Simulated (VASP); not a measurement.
Output of a VASP run:

**OUTCAR**
```
 ion  position               nearest neighbor table
   1  0.222  0.111  0.249-  45 1.98  37 1.99  49 1.99  36 1.99  10 3.23   4 3.24  14 3.24   2 3.24
                            16 3.24  17 3.24   5 3.24  24 3.25  13 3.25   9 3.25  32 3.25  12 3.25
   2  0.113  0.225  0.000-  38 1.98  62 1.99  42 2.00  37 2.02   6 3.21  18 3.22   3 3.23   1 3.24
                            26 3.24  14 3.24  25 3.25  24 3.25  10 3.26  33 3.29   5 3.29   7 3.31
   3  0.222  0.111  0.752-  47 1.98  51 1.99  39 1.99  38 1.99  10 3.22  14 3.23   2 3.23   4 3.23
                            16 3.23  11 3.24  34 3.24  12 3.24  26 3.25  15 3.25  19 3.25   7 3.25
   4  0.118  0.226  0.501-  36 1.97  39 1.97  60 2.03  40 2.12   7 3.13  16 3.15   5 3.20   3 3.23
                             1 3.24   8 3.25  12 3.25  26 3.27  24 3.28  27 3.30  35 3.34
   5  0.230  0.448  0.255-  53 1.96  37 1.99  41 1.99  40 2.09  17 3.13  20 3.13   8 3.20   4 3.20
                             1 3.24   9 3.24  18 3.28   2 3.29   6 3.29  28 3.30  24 3.30
   6  0.113  0.554  0.000-  46 1.98  66 1.99  42 2.00  41 2.02   2 3.21  18 3.23  11 3.23   9 3.24
                            30 3.24  21 3.24  25 3.25  28 3.25  10 3.26  29 3.29   5 3.29   7 3.31
   7  0.224  0.446  0.741-  43 1.97  39 1.97  42 2.01  55 2.09   8 3.13   4 3.13  22 3.22  19 3.22
                             3 3.25  11 3.25  30 3.26  26 3.26  18 3.27   6 3.31   2 3.31
   8  0.118  0.559  0.501-  44 1.97  43 1.97  64 2.03  40 2.12   7 3.13  23 3.15   5 3.20  11 3.23
                             9 3.24   4 3.25  12 3.25  30 3.27  28 3.28  27 3.30  31 3.35
   9  0.222  0.778  0.249-  45 1.98  57 1.99  41 1.99  44 1.99  10 3.23   8 3.24  21 3.24   6 3.24
                            23 3.24   5 3.24  20 3.24  13 3.25  32 3.25  28 3.25   1 3.25  12 3.25
  10  0.111  0.889  0.001-  70 1.98  46 1.98  38 1.98  45 1.99  34 3.22   3 3.22  11 3.22   1 3.23
                             9 3.23  32 3.23  14 3.26  33 3.26   6 3.26  21 3.26  29 3.26   2 3.26
  11  0.222  0.778  0.752-  47 1.98  59 1.99  43 1.99  46 1.99  10 3.22  21 3.23   6 3.23  23 3.23
                             8 3.23  34 3.24  12 3.24   3 3.24  15 3.25  30 3.25   7 3.25  22 3.25
  12  0.111  0.889  0.501-  44 1.98  36 1.98  68 1.98  47 1.99  11 3.24  34 3.24   3 3.24  16 3.25
                            35 3.25   8 3.25  31 3.25  23 3.25   4 3.25   9 3.25   1 3.25  32 3.25
  13  0.556  0.111  0.251-  61 1.98  57 1.99  49 1.99  48 1.99  25 3.24  28 3.24  24 3.24  27 3.24
                             1 3.25   9 3.25  14 3.25  21 3.25  16 3.28  23 3.28  20 3.30  17 3.31
  14  0.446  0.225  0.000-  38 1.98  50 1.99  54 2.00  49 2.02  29 3.21   3 3.23  18 3.23   1 3.24
                            15 3.24   2 3.24  25 3.25  13 3.25  10 3.26  21 3.29  17 3.29  19 3.31
  15  0.556  0.111  0.751-  63 1.98  51 1.99  59 1.99  50 1.99  25 3.23  27 3.23  14 3.24  21 3.24
                            26 3.24  30 3.24  11 3.25   3 3.25  19 3.26  22 3.26  16 3.27  23 3.27
  16  0.441  0.226  0.501-  36 1.97  51 1.97  48 2.03  52 2.12  19 3.13   4 3.15  17 3.21   3 3.23
                             1 3.24  12 3.25  31 3.25  15 3.27  13 3.28  27 3.30  23 3.35
  17  0.551  0.448  0.255-  53 1.96  65 1.99  49 1.99  52 2.09   5 3.13  20 3.13  16 3.21  31 3.21
                            32 3.24   1 3.24  18 3.28  14 3.29  29 3.29  13 3.31  28 3.31
  18  0.444  0.555  0.996-  53 1.97  42 1.98  54 1.98  58 1.98   2 3.22  29 3.23  14 3.23  33 3.23
                             6 3.23  21 3.23   7 3.27  22 3.28  19 3.28  17 3.28  20 3.28   5 3.28
  19  0.555  0.445  0.741-  67 1.97  51 1.97  54 2.01  55 2.09  31 3.13  16 3.13  22 3.22   7 3.22
                            34 3.25   3 3.25  30 3.26  15 3.26  18 3.28  29 3.31  14 3.31
  20  0.552  0.770  0.255-  53 1.96  69 1.99  57 1.99  56 2.09  17 3.13   5 3.13  23 3.20  35 3.21
                            32 3.24   9 3.24  18 3.28  33 3.29  21 3.29  13 3.30  24 3.30
  21  0.446  0.887  0.000-  46 1.98  50 1.99  58 2.00  57 2.02  33 3.21  11 3.23  18 3.23   9 3.24
                            15 3.24   6 3.24  25 3.25  13 3.25  10 3.26  14 3.29  20 3.29  22 3.31
  22  0.555  0.776  0.741-  71 1.97  59 1.97  58 2.01  55 2.09  23 3.13  35 3.13   7 3.22  19 3.22
                            34 3.25  11 3.25  26 3.26  15 3.26  18 3.28  33 3.31  21 3.31
  23  0.441  0.882  0.501-  44 1.97  59 1.97  48 2.03  56 2.12  22 3.13   8 3.15  20 3.20  11 3.23
                             9 3.24  35 3.25  12 3.25  15 3.27  13 3.28  27 3.30  16 3.35
  24  0.889  0.111  0.251-  61 1.98  69 1.99  37 1.99  60 1.99  25 3.24  28 3.24  13 3.24  27 3.24
                             1 3.25  33 3.25  32 3.25   2 3.25  35 3.28   4 3.28  20 3.30   5 3.30
  25  0.778  0.222  0.001-  62 1.99  61 1.99  66 1.99  50 1.99  15 3.23  26 3.23  30 3.23  28 3.23
                            13 3.24  24 3.24  29 3.25   2 3.25  14 3.25  33 3.25   6 3.25  21 3.25
  26  0.889  0.111  0.751-  63 1.98  39 1.99  71 1.99  62 1.99  25 3.23  27 3.23   2 3.24  33 3.24
                            30 3.24  15 3.24   3 3.25  34 3.25  22 3.26   7 3.26   4 3.27  35 3.27
  27  0.778  0.222  0.501-  63 1.99  60 1.99  64 1.99  48 1.99  15 3.23  26 3.23  30 3.23  28 3.24
                            24 3.24  13 3.24  31 3.29  16 3.30  35 3.30   4 3.30  23 3.30   8 3.30
  28  0.889  0.444  0.251-  61 1.98  65 1.99  41 1.99  64 1.99  25 3.23  24 3.24  13 3.24  27 3.24
                            32 3.25   9 3.25  29 3.25   6 3.25  31 3.28   8 3.28   5 3.30  17 3.31
  29  0.775  0.554  0.000-  70 1.98  66 1.99  54 2.00  65 2.02  14 3.21  18 3.23  34 3.23  32 3.24
                            30 3.24  33 3.24  25 3.25  28 3.25  10 3.26   6 3.29  17 3.29  19 3.31
  30  0.889  0.444  0.751-  63 1.98  67 1.99  43 1.99  66 1.99  27 3.23  25 3.23   6 3.24  29 3.24
                            26 3.24  15 3.24  34 3.25  11 3.25  19 3.26   7 3.26  31 3.27   8 3.27
  31  0.775  0.559  0.501-  68 1.97  67 1.97  64 2.03  52 2.12  19 3.13  35 3.15  17 3.21  34 3.23
                            32 3.24  16 3.25  12 3.25  30 3.27  28 3.28  27 3.29   8 3.35
  32  0.888  0.777  0.249-  45 1.98  69 1.99  65 1.99  68 1.99  10 3.23  29 3.24  35 3.24  31 3.24
                            33 3.24  17 3.24  20 3.24  28 3.25   9 3.25  24 3.25   1 3.25  12 3.25
  33  0.775  0.887  0.000-  70 1.98  62 1.99  58 2.00  69 2.02  21 3.21  18 3.23  34 3.23  32 3.24
                            26 3.24  29 3.24  25 3.25  24 3.25  10 3.26   2 3.29  20 3.29  22 3.31
  34  0.889  0.778  0.752-  47 1.98  67 1.99  71 1.99  70 1.99  10 3.22  33 3.23  29 3.23  35 3.23
                            31 3.23  11 3.24   3 3.24  12 3.24  30 3.25  26 3.25  22 3.25  19 3.25
  35  0.775  0.882  0.501-  68 1.97  71 1.97  60 2.03  56 2.12  22 3.13  31 3.15  20 3.21  34 3.23
                            32 3.24  23 3.25  12 3.25  26 3.27  24 3.28  27 3.30   4 3.34
  36  0.222  0.110  0.438-  16 1.97   4 1.97  12 1.98   1 1.99
  37  0.113  0.226  0.191-   1 1.99  24 1.99   5 1.99   2 2.02
  38  0.223  0.112  0.940-  14 1.98   2 1.98  10 1.98   3 1.99
  39  0.111  0.222  0.688-   7 1.97   4 1.97   3 1.99  26 1.99
  40  0.267  0.467  0.451-  72 1.59   5 2.09   4 2.12   8 2.12
  41  0.113  0.554  0.191-   9 1.99  28 1.99   5 1.99   6 2.02
  42  0.224  0.446  0.931-  18 1.98   6 2.00   2 2.00   7 2.01
  43  0.111  0.556  0.688-   7 1.97   8 1.97  11 1.99  30 1.99
  44  0.222  0.778  0.438-   8 1.97  23 1.97  12 1.98   9 1.99
...
```

OSZICAR:
```
       N       E                     dE             d eps       ncg     rms          rms(c)
DAV:   1    -0.528808117314E+03   -0.52881E+03   -0.22264E+01   740   0.123E+01    0.929E+00
DAV:   2    -0.528972198028E+03   -0.16408E+00   -0.74673E-01   896   0.152E+00    0.635E+00
DAV:   3    -0.528921300036E+03    0.50898E-01   -0.24038E-02   832   0.385E-01    0.370E+00
DAV:   4    -0.528900777939E+03    0.20522E-01   -0.17719E-02   816   0.242E-01    0.209E+00
DAV:   5    -0.528894733098E+03    0.60448E-02   -0.40603E-03   840   0.119E-01    0.116E+00
DAV:   6    -0.528892502183E+03    0.22309E-02   -0.94503E-04   824   0.717E-02    0.643E-01
DAV:   7    -0.528891758545E+03    0.74364E-03   -0.37967E-04   826   0.477E-02    0.355E-01
DAV:   8    -0.528891519354E+03    0.23919E-03   -0.10832E-04   832   0.257E-02    0.197E-01
DAV:   9    -0.528891444043E+03    0.75311E-04   -0.37117E-05   656   0.142E-02    0.108E-01
DAV:  10    -0.528891423253E+03    0.20790E-04   -0.14535E-05   416   0.894E-03    0.592E-02
DAV:  11    -0.528891419120E+03    0.41330E-05   -0.61796E-06   442   0.484E-03
   1 F= -.52889142E+03 E0= -.52889142E+03  d E =-.803063E-13  mag=     1.0000
```

### OUTCAR
```
------------------------ aborting loop because EDIFF is reached ----------------------------------------
  volume of cell :      866.68
      direct lattice vectors                 reciprocal lattice vectors
     4.868317893 -8.432173817  0.000000000     0.102704879 -0.059296690  0.000000000
     4.868317893  8.432173817  0.000000000     0.102704879  0.059296690  0.000000000
     0.000000000  0.000000000 10.556283981     0.000000000  0.000000000  0.094730305
  FREE ENERGIE OF THE ION-ELECTRON SYSTEM (eV)
  ---------------------------------------------------
  free  energy   TOTEN  =      -528.8914191202 eV

  energy  without entropy=     -528.8914191202  energy(sigma->0) =     -528.89141912

  exchange ACFDT corr.  =         0.00000000  see jH, gK, PRB 81, 115126

 total charge

# of ion       s       p       d       tot
------------------------------------------
    1        1.014   1.389   0.382   2.785
    2        1.011   1.355   0.366   2.731
    3        1.016   1.387   0.380   2.782
    4        1.009   1.300   0.343   2.653
    5        1.010   1.338   0.355   2.703
    6        1.011   1.355   0.366   2.731
    7        1.009   1.335   0.357   2.701
    8        1.009   1.301   0.343   2.653
    9        1.014   1.389   0.382   2.785
   10        1.014   1.392   0.382   2.789
   11        1.016   1.386   0.380   2.782
   12        1.015   1.387   0.376   2.779
   13        1.011   1.377   0.376   2.765
   14        1.011   1.355   0.366   2.732
   15        1.013   1.380   0.377   2.770
   16        1.009   1.300   0.343   2.652
   17        1.010   1.339   0.355   2.704
   18        1.021   1.415   0.392   2.827
   19        1.009   1.335   0.357   2.701
   20        1.010   1.338   0.355   2.703
   21        1.011   1.355   0.366   2.731
   22        1.009   1.335   0.357   2.701
   23        1.009   1.300   0.343   2.653
   24        1.011   1.377   0.376   2.764
   25        1.015   1.387   0.380   2.783
   26        1.013   1.380   0.377   2.769
   27        1.014   1.377   0.376   2.767
   28        1.011   1.377   0.376   2.765
   29        1.011   1.355   0.366   2.732
   30        1.013   1.380   0.377   2.770
   31        1.009   1.300   0.343   2.653
   32        1.014   1.389   0.382   2.785
   33        1.010   1.354   0.366   2.731
   34        1.016   1.387   0.380   2.782
   35        1.009   1.300   0.343   2.652
   36        1.235   2.455   0.000   3.690
   37        1.235   2.434   0.000   3.669
   38        1.234   2.449   0.000   3.683
   39        1.234   2.454   0.000   3.688
   40        1.237   2.396   0.000   3.633
   41        1.235   2.434   0.000   3.669
   42        1.234   2.436   0.000   3.669
   43        1.234   2.454   0.000   3.688
   44        1.235   2.455   0.000   3.690
   45        1.232   2.452   0.000   3.684
   46        1.234   2.449   0.000   3.683
   47        1.233   2.449   0.000   3.682
   48        1.243   2.411   0.000   3.653
   49        1.235   2.434   0.000   3.669
   50        1.233   2.446   0.000   3.678
   51        1.234   2.454   0.000   3.688
   52        1.237   2.396   0.000   3.633
...
```
(Selected blocks of OUTCAR.)

File POSCAR:
```
Ga35CN36
1
    4.8683178927    -8.4321738171     0.0000000000
    4.8683178927     8.4321738171     0.0000000000
    0.0000000000     0.0000000000    10.5562839806
Ga N C
35 36 1
Direct
  0.2223942753   0.1114207752   0.2494850658
  0.1126175517   0.2249415874   0.0001690030
  0.2222552360   0.1110126350   0.7521913427
  0.1181090460   0.2256437415   0.5013735750
  0.2302665365   0.4484339255   0.2554195532
  0.1126815698   0.5543953048   0.0001498005
  0.2244131125   0.4455730922   0.7407305174
  0.1181472871   0.5589787683   0.5013401247
  0.2223437015   0.7775508784   0.2494931590
  0.1110874230   0.8888629386   0.0007794560
  0.2222697284   0.7780055614   0.7521209669
  0.1112602763   0.8888292494   0.5012340931
  0.5561006449   0.1113256971   0.2507694551
  0.4455960059   0.2247733392   0.0001986985
  0.5559080629   0.1112193891   0.7509665230
  0.4411543697   0.2255142962   0.5013483950
  0.5514776850   0.4483964647   0.2554043296
  0.4444894115   0.5554470655   0.9963294046
  0.5548001312   0.4454114083   0.7407435533
  0.5515453411   0.7696954316   0.2553986776
  0.4455829605   0.8873144021   0.0002018589
  0.5547501825   0.7757994727   0.7407924778
  0.4412071086   0.8819559072   0.5013627493
  0.8886476287   0.1113213574   0.2507748434
  0.7778136947   0.2222129493   0.0006270541
  0.8889291318   0.1112963115   0.7510356500
  0.7779239829   0.2221913013   0.5013444880
  0.8885640692   0.4436937726   0.2507567837
  0.7751229837   0.5542745615   0.0001919933
  0.8889630307   0.4442686001   0.7509790812
  0.7745317598   0.5588707628   0.5014085386
  0.8884870269   0.7774087424   0.2494851546
  0.7750895383   0.8873533250   0.0002097660
  0.8892334886   0.7779224603   0.7521413820
  0.7746034688   0.8820982381   0.5013642918
  0.2219345093   0.1102460065   0.4377748751
  0.1130279434   0.2260676452   0.1913993040
  0.2225413832   0.1117399514   0.9404417340
  0.1112253031   0.2215951648   0.6882107242
  0.2668420393   0.4666383369   0.4513214544
  0.1129495100   0.5535275936   0.1914123441
  0.2244255173   0.4455411548   0.9308628595
  0.1112780002   0.5563645595   0.6881908786
  0.2219990977   0.7781786850   0.4377914635
  0.1110529980   0.8888116379   0.1888422123
  0.2225490594   0.7774719295   0.9403931269
  0.1112410678   0.8889986182   0.6898517022
  0.5547184974   0.1105620560   0.4396278029
  0.4464123736   0.2259995661   0.1914041420
  0.5547886549   0.1106530550   0.9397630044
  0.4438561537   0.2214908308   0.6882201644
  0.5334275163   0.4666423803   0.4513528230
  0.4444619933   0.5555429941   0.1830135394
  0.5545342780   0.4453901938   0.9309195320
  0.4446865295   0.5555883950   0.6492901313
  0.5335439572   0.7332909344   0.4513508471
  0.4463706056   0.8869681751   0.1914273294
  0.5544741921   0.7755761710   0.9309696184
  0.4439102866   0.8888932542   0.6882142603
  0.8895115969   0.1106258221   0.4396342915
  0.7777247635   0.2220850143   0.1888105537
  0.8892641683   0.1107252802   0.9398169439
  0.7778996370   0.2222561857   0.6897456855
  0.8895464146   0.4453676740   0.4396291099
  0.7738291650   0.5533433000   0.1914215193
  0.8893544074   0.4451990026   0.9397581802
  0.7787050414   0.5563304190   0.6882212350
  0.8898309979   0.7780763609   0.4377783782
  0.7739466181   0.8869224266   0.1914563719
  0.8882130277   0.7773802008   0.9404589797
  0.7786669563   0.8889655570   0.6882552471
  0.4446822872   0.5555357542   0.5010058240
```

Problem. Write an INCAR and KPOINTS that could have produced this output.

Solution. This is not unique; one that fits is the input of the run itself, HSE06 screened hybrid, plane waves, VASP's PBE PAW potentials (set 64).

**INCAR**
```
SYSTEM=Ga35CN36
PREC=Normal; ENCUT=400; LREAL=Auto
LASPH=.TRUE.; ISYM=0
EDIFF=1E-5; NELM=50; NELMIN=4
ALGO=Normal; LMAXMIX=4
ISMEAR=0; SIGMA=0.05
GGA=PE; LHFCALC=.TRUE.; AEXX=0.25
HFSCREEN=0.2; PRECFOCK=Fast
ISPIN=2; MAGMOM=72*0.0139; NUPDOWN=1
ISIF=0
LWAVE=.FALSE.; LCHARG=.FALSE.; LORBIT=10
```

File KPOINTS:
```
Automatic
0
G
 1 1 1
```

POTCAR, in this order: Ga N C (PBE.64 set). Program: vasp_gam. Read from the step before: WAVECAR.

The supercell is sampled at Γ alone, which is coarse: total energies, pressure and levels can be off, energies of defects by several tenths of an eV.

The cell is a supercell with a defect, built from GaN (wurtzite): C_Ga. The cell's shape comes from a PBE relaxation.
